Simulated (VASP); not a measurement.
Consider the following.

```
WSb
1.0
    3.91300     0.00000     0.00000
    0.00000     3.91300     0.00000
    0.00000     0.00000     3.91300
W Sb
1 1
Direct
  0.00000   0.00000   0.00000
  0.50000   0.50000   0.50000
```

All values below come from PBEsol GGA, VASP's PBE PAW potentials (set 64) (plane waves; VASP). Numerical set-up: 400 eV cut-off, 9×9×9 Γ-centred mesh, first-order Methfessel-Paxton smearing of 0.10 eV, potentials W_sv Sb.

Energy and stress use the plane-wave basis of the starting cell.

The ions, cell shape and volume are relaxed. Give the cell that the relaxation ends in.

```
WSb
1.0
    3.29336     0.00000     0.00000
    0.00000     3.29336     0.00000
    0.00000     0.00000     3.29336
W Sb
1 1
Direct
  0.00000   0.00000   0.00000
  0.50000   0.50000   0.50000
```
Space group Pm-3m (221), at a tolerance of 0.03 Å.

How do energy and volume change from the first to the last step?

The energy (σ→0) changes by -1825.3 meV/atom and the volume by -40.4 %, in 7 ionic steps.

```csv
step,E(σ→0) (eV),max force (eV/Å),pressure (GPa),volume (Å³)
1,-13.5327,0.000,-28.71,59.91
2,-12.6953,0.000,179.13,24.38
3,-17.1392,0.000,-8.11,37.39
4,-17.1750,0.000,-3.72,36.43
5,-17.1833,0.000,0.18,35.69
6,-17.1832,0.000,-0.31,35.78
7,-17.1833,0.000,0.00,35.72
```

The structure was generated: WSb was put into the CsCl type type (Pm-3m), which need not be its known phase. This run relaxes it. Symmetry was kept, so distortions that lower it aren't found. The electron count is odd and the run is not spin-polarised, which forces a metal.
